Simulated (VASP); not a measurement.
Consider the following.

```
FeO
1.0
    4.41660     2.20830     2.20830
    2.20830     4.41660     2.20830
    2.20830     2.20830     4.41660
Fe O
2 2
Cartesian
  0.00000   0.00000   0.00000
  4.41660   4.41660   4.41660
  2.20830   2.20830   2.20830
  6.62490   6.62490   6.62490
```
Starting moments (μB, in the order of the record's atoms Fe Fe O O): 4.0 -4.0 0.0 0.0.

Computed with PBE GGA, VASP's PBE PAW potentials (set 64) (plane waves; VASP). Settings: 520 eV cut-off, 8×8×8 Γ-centred mesh, Gaussian smearing of 0.050 eV, potentials Fe O.

**Question.** Predict the cell moment, energy per atom (σ→0), pressure, band gap (on the k-mesh) with the smallest direct gap where there is one.

**Answer.** 
```
Quantity                                                     Value
------------------------  ----------------------------------------
band gap (on the k-mesh)  none (metal, semimetal or under 0.01 eV)
cell moment                                                0.00 μB
energy per atom (σ→0)                       -715.7 kJ/mol of atoms
pressure                                                -12.26 GPa
```

**Question.** Give the moment on each site (PAW-sphere projection).

**Answer.** 
```tsv
site	moment (μB)
Fe1	3.47
Fe2	-3.47
O3	0.00
O4	0.00
```

Only differences to runs with the same potentials and settings are physical.

The compound is FeO in the rock salt, AFM-II order structure. The cell was not relaxed at this level.
